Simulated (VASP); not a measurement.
Calculation: PBE GGA with D4 dispersion, VASP's PBE PAW potentials (set 64) (plane waves; VASP).

VASP ran on this input.

File POSCAR:
```
Ag
1
    0.0000000000     2.0187539615     2.0187539615
    2.0187539615     0.0000000000     2.0187539615
    2.0187539615     2.0187539615     0.0000000000
Ag
1
Direct
  0.0000000000   0.0000000000   0.0000000000
```

### KPOINTS
```
Regular mesh
0
Gamma
 15 15 15
```

### INCAR
```
ALGO  =  Normal
EDIFF  =  1E-7
ENCUT  =  520
GGA  =  PE
ISIF  =  2
ISMEAR  =  1
IVDW  =  13
LASPH  =  .TRUE.
LCHARG  =  .FALSE.
LMAXMIX  =  4
LREAL  =  .FALSE.
LWAVE  =  .FALSE.
NELM  =  100
PREC  =  Accurate
SIGMA  =  0.1
SYSTEM  =  Ag
```

POTCAR, in this order: Ag (PBE.64 set). Program: vasp_std.

The resulting files:

OUTCAR:
```
 ion  position               nearest neighbor table
   1  0.000  0.000  0.000-
  LATTYP: Found a face centered cubic cell.
 ALAT       =     4.0375079230
 Subroutine PRICEL returns:
 Original cell was already a primitive cell.
 Subroutine GETGRP returns: Found 48 space group operations
The static configuration has the point symmetry O_h .
The dynamic configuration has the point symmetry O_h .
 Subroutine INISYM returns: Found 48 space group operations
 Subroutine IBZKPT returns following result:
 Found    120 irreducible k-points:

 Following reciprocal coordinates:
            Coordinates               Weight
  0.000000  0.000000  0.000000      1.000000
  0.066667  0.000000  0.000000      8.000000
  0.133333  0.000000  0.000000      8.000000
  0.200000  0.000000  0.000000      8.000000
  0.266667  0.000000  0.000000      8.000000
  0.333333  0.000000  0.000000      8.000000
  0.400000  0.000000  0.000000      8.000000
  0.466667  0.000000  0.000000      8.000000
  0.066667  0.066667  0.000000      6.000000
  0.133333  0.066667  0.000000     24.000000
...
```

**OSZICAR**
```
       N       E                     dE             d eps       ncg     rms          rms(c)
DAV:   1     0.452937373599E+02    0.45294E+02   -0.58421E+03  2216   0.112E+03
DAV:   2    -0.255364761407E+01   -0.47847E+02   -0.45712E+02  2207   0.211E+02
DAV:   3    -0.294697507664E+01   -0.39333E+00   -0.39310E+00  2590   0.232E+01
DAV:   4    -0.294777577863E+01   -0.80070E-03   -0.80069E-03  2510   0.952E-01
DAV:   5    -0.294778064100E+01   -0.48624E-05   -0.48610E-05  2424   0.638E-02    0.576E+00
DAV:   6    -0.269133681323E+01    0.25644E+00   -0.11621E+00  2195   0.119E+01    0.368E+00
DAV:   7    -0.268130533200E+01    0.10031E-01   -0.13664E-02  2366   0.129E+00    0.202E+00
DAV:   8    -0.267795188050E+01    0.33535E-02   -0.68725E-04  2232   0.243E-01    0.807E-02
DAV:   9    -0.267795949897E+01   -0.76185E-05   -0.83122E-06  2500   0.299E-02    0.145E-02
DAV:  10    -0.267796550231E+01   -0.60033E-05   -0.36103E-06  2352   0.234E-02    0.530E-03
DAV:  11    -0.267796510203E+01    0.40028E-06   -0.95419E-08  1717   0.339E-03    0.403E-04
DAV:  12    -0.267796505285E+01    0.49182E-07   -0.56503E-09  1128   0.873E-04
   1 F= -.32649789E+01 E0= -.32648892E+01  d E =-.268913E-03
```

### OUTCAR
```
------------------------ aborting loop because EDIFF is reached ----------------------------------------
  Edisp (eV):   -0.58701
  FORCE on cell =-STRESS in cart. coord.  units (eV):
  Direction    XX          YY          ZZ          XY          YZ          ZX
  --------------------------------------------------------------------------------------
  Total       0.37713     0.37713     0.37713    -0.00000     0.00000    -0.00000
  in kB      36.72207    36.72207    36.72207    -0.00000     0.00000    -0.00000
  external pressure =       36.72 kB  Pullay stress =        0.00 kB
  volume of cell :       16.45
      direct lattice vectors                 reciprocal lattice vectors
     0.000000000  2.018753961  2.018753961    -0.247677533  0.247677533  0.247677533
     2.018753961  0.000000000  2.018753961     0.247677533 -0.247677533  0.247677533
     2.018753961  2.018753961  0.000000000     0.247677533  0.247677533 -0.247677533
 POSITION                                       TOTAL-FORCE (eV/Angst)
 -----------------------------------------------------------------------------------
      0.00000      0.00000      0.00000         0.000000      0.000000      0.000000
 -----------------------------------------------------------------------------------
    total drift:                               -0.000000      0.000000      0.000000
  FREE ENERGIE OF THE ION-ELECTRON SYSTEM (eV)
  ---------------------------------------------------
  free  energy   TOTEN  =        -3.2649788858 eV

  energy  without entropy=       -3.2647099729  energy(sigma->0) =       -3.26488925
```
(Selected blocks of OUTCAR.)

The compound is Ag in the fcc structure. This cell is one point of a volume scan, at 0.97 of the reference volume.
